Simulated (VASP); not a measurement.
Here is the system:

```yaml
crystal:
  lattice:
    - [0.00000, 2.68136, 2.68136]
    - [2.68136, 0.00000, 2.68136]
    - [2.68136, 2.68136, 0.00000]
  atoms:
    - { symbol: Cu, position: [0.00000, 0.00000, 0.00000] }
    - { symbol: Cl, position: [0.25000, 0.25000, 0.25000] }
```

Level of theory: optB86b-vdW, VASP's PBE PAW potentials (set 64) (plane waves; VASP). Run with 520 eV cut-off, 8×8×8 Γ-centred mesh, Gaussian smearing of 0.050 eV, potentials Cu Cl.

### Question
Predict the energy per atom (σ→0), band gap (on the k-mesh) with the smallest direct gap where there is one.

### Answer

The band gap (on the k-mesh) is 0.58 eV, the smallest direct gap (on the k-mesh) comes out as 0.58 eV and the energy per atom (σ→0) is -0.933 eV/atom.

Total energies compare only between runs with the same potentials, cut-off and functional.

The compound is CuCl in the zinc blende structure. It was relaxed first. The start is the result of an earlier pass.
